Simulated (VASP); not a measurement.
A VASP calculation is set up with these files.

### POSCAR
```
MoP
1
    3.2052163052     0.0000000202    -0.0000000000
   -1.6026086175     2.7757993880    -0.0000000000
    0.0000000000    -0.0000000000     3.1735465281
Mo P
1 1
Direct
  0.0000000000   0.0000000000   0.0000000000
  0.6666670000   0.3333330000   0.5000000000
```

INCAR:
```
! general
SYSTEM   =  MoP
PREC     =  Accurate
ENCUT    =  400
LREAL    =  .FALSE.
LASPH    =  .TRUE.

! electronic loop
EDIFF    =  1E-7
NELM     =  100
ALGO     =  Normal
LMAXMIX  =  4

! smearing
ISMEAR   =  -5

! functional
GGA      =  PS

! ions
ISIF     =  2

! output
LWAVE    =  .FALSE.
LCHARG   =  .TRUE.
LORBIT   =  11
NEDOS    =  601
```

### KPOINTS
```
Automatic mesh
0
Gamma
15 15 13
0 0 0
```

POTCAR, in this order: Mo_sv P (PBE.64 set). Program: vasp_std.

**Question.** Translate this PBEsol calculation to Quantum ESPRESSO's pw.x.

**Answer.** One equivalent input (not run):
```
&CONTROL
  calculation = 'scf'
  pseudo_dir = './pseudo'
  outdir = './out'
  tprnfor = .true.
  tstress = .true.
/
&SYSTEM
  ibrav = 0
  nat = 2
  ntyp = 2
  ecutwfc = 80
  occupations = 'tetrahedra'
  input_dft = 'pbesol'
/
&ELECTRONS
  conv_thr = 7.3e-09
  electron_maxstep = 100
/
ATOMIC_SPECIES
  Mo 95.950 Mo.upf
  P 30.974 P.upf
CELL_PARAMETERS angstrom
     3.2052163    0.0000000   -0.0000000
    -1.6026086    2.7757994   -0.0000000
     0.0000000   -0.0000000    3.1735465
ATOMIC_POSITIONS crystal
  Mo   0.0000000  0.0000000  0.0000000
  P    0.6666670  0.3333330  0.5000000
K_POINTS automatic
  15 15 13 0 0 0
```
The two are equivalent in intent, not identical: the potentials are each code's own (VASP's PAW set, PseudoDojo norm-conserving files in pw.x), so ENCUT and ecutwfc are chosen apart and not converted; conv_thr bounds pw.x's estimated SCF error, while EDIFF bounds the energy change between steps.

The structure was generated: MoP was put into the WC type (P-6m2), which need not be its known phase. It was relaxed first, which changed the volume by -9 %.
